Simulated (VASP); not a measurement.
The input files of a VASP run:

File KPOINTS:
```
Automatic mesh
0
Gamma
11 11 11
0 0 0
```

**INCAR**
```
! general
SYSTEM  = SiRu
PREC    = Accurate
ENCUT   = 400
LREAL   = .FALSE.
LASPH   = .TRUE.

! electronic loop
EDIFF   = 1E-6
NELM    = 100
ALGO    = Normal
LMAXMIX = 4
LMIXTAU = .TRUE.

! smearing
ISMEAR  = 1
SIGMA   = 0.1

! functional
METAGGA = R2SCAN

! ions
IBRION  = 2
NSW     = 60
ISIF    = 3
EDIFFG  = -0.01

! output
LWAVE   = .FALSE.
LCHARG  = .FALSE.
```

### POSCAR
```
SiRu
1
    2.9151042807    -0.0000000000    -0.0000000000
   -0.0000000000     2.9151042807    -0.0000000000
    0.0000000000     0.0000000000     2.9151042807
Ru Si
1 1
Direct
  0.0000000000   0.0000000000   0.0000000000
  0.5000000000   0.5000000000   0.5000000000
```

POTCAR, in this order: Ru_pv Si (PBE.64 set). Program: vasp_std.

Q: Translate this r2SCAN calculation to Ansatz.

A: One equivalent input (not run):
Ansatz 0.2 input:
```yaml
crystal:
  lattice:
    - [2.9151043, 0.0000000, 0.0000000]
    - [0.0000000, 2.9151043, 0.0000000]
    - [0.0000000, 0.0000000, 2.9151043]
  atoms:
    - { symbol: Ru, position: [0.0000000, 0.0000000, 0.0000000] }
    - { symbol: Si, position: [0.5000000, 0.5000000, 0.5000000] }
kpoints:
  mp_grid: { grid: [11, 11, 11] }
hamiltonian:
  xc: r2scan
  pseudopotentials: { kind: paw }
scf:
  occupations: { method: methfessel_paxton, width: 0.1 }
  max_iter: 100
relax:
  max_steps: 60
  f_tol: 0.01
  cell: {}
output: { forces: true, stress: true, eigenvalues: true }
```
What does not carry over: each code has its own PAW files, so the cut-off isn't converted (ENCUT is set for VASP's; basis.ecutwfc is left out, and Ansatz then takes the one that its files recommend); Ansatz stops its SCF on the density residual and VASP on the energy change (EDIFF).

The structure was generated: SiRu was put into the CsCl type (Pm-3m), which need not be its known phase. It was relaxed first, which changed the volume by -7 %. The start is the result of an earlier pass.
